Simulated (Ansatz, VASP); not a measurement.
**One calculation of Tc3Sn, two programs**

The input INCAR:

```
SYSTEM = Tc3Sn
  PREC = Accurate
  ENCUT = 520
  EDIFF = 1E-7
  ISMEAR = -1
  SIGMA = 0.05
  LREAL = .False.
  LASPH = .True.
  NELM = 100
  ALGO = Normal
  ISIF = 2
  LWAVE = .False.
  LCHARG = .False.
  GGA = PE
  NBANDS = 34
```

Contents of KPOINTS:

```
Automatic mesh
0
Gamma
  7 7 7
  0 0 0
```

POSCAR

```
Tc3Sn
1.0
    0.0000000000      3.1932025195      3.1932025195
    3.1932025195      0.0000000000      3.1932025195
    3.1932025195      3.1932025195      0.0000000000
Sn Tc
1 3
Direct
    0.0000000000      0.0000000000      0.0000000000
    0.5000000000      0.5000000000      0.5000000000
    0.7500000000      0.7500000000      0.7500000000
    0.2500000000      0.2500000000      0.2500000000
```

File input.yaml:

```yaml
crystal:
  lattice:
    - [0.0, 3.1932025195, 3.1932025195]
    - [3.1932025195, 0.0, 3.1932025195]
    - [3.1932025195, 3.1932025195, 0.0]
  atoms:
    - { symbol: Sn, position: [0.0, 0.0, 0.0] }
    - { symbol: Tc, position: [0.5, 0.5, 0.5] }
    - { symbol: Tc, position: [0.75, 0.75, 0.75] }
    - { symbol: Tc, position: [0.25, 0.25, 0.25] }
hamiltonian:
  xc: pbe
  pseudopotentials: { kind: paw }
kpoints:
  mp_grid: { grid: [7, 7, 7] }
scf:
  occupations: { method: fermi_dirac, width: 0.05 }
output:
  forces: true
  stress: true
  eigenvalues: true
```

Change from the starting cell: volume scaled by 1.02.

Alike in both runs: task single point; functional PBE; k mesh 7 × 7 × 7; occupations fermi-dirac, width 0.05 eV; no spin polarisation.

|  | VASP | Ansatz |
| --- | --- | --- |
| version | VASP 6.6.1 | Ansatz 0.2.0 |
| potentials or method | VASP PAW PBE potentials, release 64 (Sn_d, Tc_pv) | Ansatz PAW earlier set |
| plane-wave cutoff (eV) | 520 | 500 |
| valence electrons in the cell | 53 | 59 |

|  | VASP | Ansatz | Ansatz less VASP |
| --- | --- | --- | --- |
| gap on the k mesh at the Fermi level (eV) | none | none | - |
| pressure (GPa) | -6.4 | -6.1 | +0.27 |

A gap of «none» marks a metal or a gap that the smearing closes. The functional is the same, so the differences come from potentials, cutoffs and numerics. The two sets of potentials don't hold the same shells in valence.
